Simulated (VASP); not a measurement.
VASP input:

KPOINTS:
```
Automatic mesh
0
Gamma
6 6 6
0 0 0
```

**POSCAR**
```
LaCu2
8.690
  0.5000000000   0.0000000000   0.0000000000
 -0.2500000000   0.4330126582   0.0000000000
  0.0000000000   0.0000000000   0.4394706559
La Cu
1 2
Direct
  0.0000000000   0.0000000000   0.0000000000
  0.3333330000   0.6666670000   0.5000000000
  0.6666670000   0.3333330000   0.5000000000
```

### INCAR
```
# general
SYSTEM =LaCu2
PREC   =Accurate
ENCUT  =300
LREAL  =F
LASPH  =T

# electronic loop
EDIFF  =1E-6
NELM   =100
ALGO   =Normal
LMAXMIX=6

# smearing
ISMEAR =-1
SIGMA  =0.1

# functional
GGA    =PS

# ions
ISIF   =2

# output
LWAVE  =F
LCHARG =F
```

POTCAR, in this order: La Cu (PBE.64 set). Program: vasp_std.

**Question.** Write an equivalent input for Quantum ESPRESSO's pw.x.

**Answer.** One equivalent input (not run):
```
&CONTROL
  calculation = 'scf'
  pseudo_dir = './pseudo'
  outdir = './out'
  tprnfor = .true.
  tstress = .true.
/
&SYSTEM
  ibrav = 0
  nat = 3
  ntyp = 2
  ecutwfc = 110
  occupations = 'smearing'
  smearing = 'fermi-dirac'
  degauss = 0.00735
  input_dft = 'pbesol'
/
&ELECTRONS
  conv_thr = 7.3e-08
  electron_maxstep = 100
/
ATOMIC_SPECIES
  La 138.905 La.upf
  Cu 63.546 Cu.upf
CELL_PARAMETERS angstrom
     4.3450000    0.0000000    0.0000000
    -2.1725000    3.7628800    0.0000000
     0.0000000    0.0000000    3.8190000
ATOMIC_POSITIONS crystal
  La   0.0000000  0.0000000  0.0000000
  Cu   0.3333330  0.6666670  0.5000000
  Cu   0.6666670  0.3333330  0.5000000
K_POINTS automatic
  6 6 6 0 0 0
```
What does not carry over: the potentials are each code's own (VASP's PAW set, PseudoDojo norm-conserving files in pw.x), so ENCUT and ecutwfc are chosen apart and not converted; conv_thr bounds pw.x's estimated SCF error, while EDIFF bounds the energy change between steps.

The structure comes from a measured LaCu2 entry of the Crystallography Open Database, whose conditions weren't checked. The cell was not relaxed at this level. The run is one of a series of settings (GGA = PS, POTCAR La Cu (PBE.64 set) against the base run), some of them coarse on purpose.
